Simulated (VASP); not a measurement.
Calculation: vdW-DF2, VASP's PBE PAW potentials (set 64) (plane waves; VASP 6.6.1).

The input files of a VASP run:

**POSCAR**
```
CuI
1.0
  0.0000000000   3.1527127025   3.1527127025
  3.1527127025   0.0000000000   3.1527127025
  3.1527127025   3.1527127025   0.0000000000
Cu I
1 1
Cartesian
  0.0000000000   0.0000000000   0.0000000000
  1.5763563513   1.5763563513   1.5763563513
```

INCAR:
```
! general
SYSTEM   = CuI
PREC     = Accurate
ENCUT    = 520
LREAL    = .FALSE.
LASPH    = .TRUE.
ICHARG   = 11

! electronic loop
EDIFF    = 1E-7
NELM     = 100
ALGO     = Normal
LMAXMIX  = 4

! smearing
ISMEAR   = 0
SIGMA    = 0.05

! functional
GGA      = ML
LUSE_VDW = .TRUE.
AGGAC    = 0.0
ZAB_VDW  = -1.8867

! output
LWAVE    = .FALSE.
LCHARG   = .FALSE.
LORBIT   = 11
```

KPOINTS:
```
k-points along high-symmetry lines
15
Line-mode
Reciprocal
  0.000000   0.000000   0.000000 ! GAMMA
 -0.500000  -0.500000   0.000000 ! X

 -0.500000  -0.500000   0.000000 ! X
 -0.375000  -0.375000   0.250000 ! U

 -0.375000  -0.000000   0.375000 ! K
  0.000000   0.000000   0.000000 ! GAMMA

  0.000000   0.000000   0.000000 ! GAMMA
 -0.000000  -0.000000   0.500000 ! L

 -0.000000  -0.000000   0.500000 ! L
 -0.500000  -0.250000   0.250000 ! W

 -0.500000  -0.250000   0.250000 ! W
 -0.500000  -0.500000   0.000000 ! X
```

POTCAR, in this order: Cu I (PBE.64 set). Program: vasp_std. Read from the step before: CHGCAR.

Output

### OSZICAR
```
       N       E                     dE             d eps       ncg     rms          rms(c)
DAV:   1     0.111922402660E+03    0.11192E+03   -0.78736E+03  2345   0.142E+03
DAV:   2     0.930651162992E+01   -0.10262E+03   -0.96399E+02  2365   0.264E+02
DAV:   3     0.538135470082E+00   -0.87684E+01   -0.84912E+01  3193   0.863E+01
DAV:   4     0.238308910495E+00   -0.29983E+00   -0.29960E+00  2881   0.146E+01
DAV:   5     0.229219204489E+00   -0.90897E-02   -0.90891E-02  3283   0.270E+00
DAV:   6     0.228920965720E+00   -0.29824E-03   -0.29824E-03  3132   0.438E-01
DAV:   7     0.228917667929E+00   -0.32978E-05   -0.32977E-05  3353   0.445E-02
DAV:   8     0.228917599197E+00   -0.68732E-07   -0.68757E-07  3100   0.594E-03
   1 F= 0.22891760E+00 E0= 0.22891760E+00  d E =-.742027E-12
```

File OUTCAR:
```
 val. band max:        3.1416042074   @ k =   0.0000   0.0000   0.0000

 cond. band min:       3.9147501125   @ k =   0.0000   0.0000   0.0000



 k-point     1 :       0.0000    0.0000    0.0000
  band No.  band energies     occupation
      1     -10.2294      2.00000
      2       0.0770      2.00000
      3       0.0770      2.00000
      4       0.0770      2.00000
      5       1.6690      2.00000
      6       1.6690      2.00000
      7       3.1416      2.00000
      8       3.1416      2.00000
      9       3.1416      2.00000
     10       3.9148      0.00000
     11       8.2621      0.00000
     12       8.2621      0.00000
     13       8.2621      0.00000

 k-point     2 :      -0.0357   -0.0357    0.0000
  band No.  band energies     occupation
      1     -10.2234      2.00000
      2       0.0484      2.00000
      3       0.0758      2.00000
      4       0.0758      2.00000
      5       1.6669      2.00000
      6       1.6698      2.00000
      7       3.0538      2.00000
      8       3.1211      2.00000
      9       3.1211      2.00000
     10       4.0443      0.00000
     11       8.1868      0.00000
     12       8.3011      0.00000
     13       8.3011      0.00000

 k-point     3 :      -0.0714   -0.0714    0.0000
  band No.  band energies     occupation
      1     -10.2055      2.00000
      2      -0.0346      2.00000
      3       0.0721      2.00000
      4       0.0721      2.00000
      5       1.6610      2.00000
      6       1.6722      2.00000
      7       2.8836      2.00000
      8       3.0619      2.00000
      9       3.0619      2.00000
     10       4.3346      0.00000
     11       7.9925      0.00000
     12       8.4154      0.00000
     13       8.4154      0.00000

 k-point     4 :      -0.1071   -0.1071    0.0000
  band No.  band energies     occupation
      1     -10.1765      2.00000
      2      -0.1635      2.00000
      3       0.0662      2.00000
      4       0.0662      2.00000
...
```

The density is held fixed in this step, so its total energy and stress have no physical meaning. Unless said otherwise, spin-orbit coupling is left out, though it shifts the bands of the heavy elements here.

The compound is CuI in the zinc blende structure. It was relaxed first, which changed the volume by +13 %.
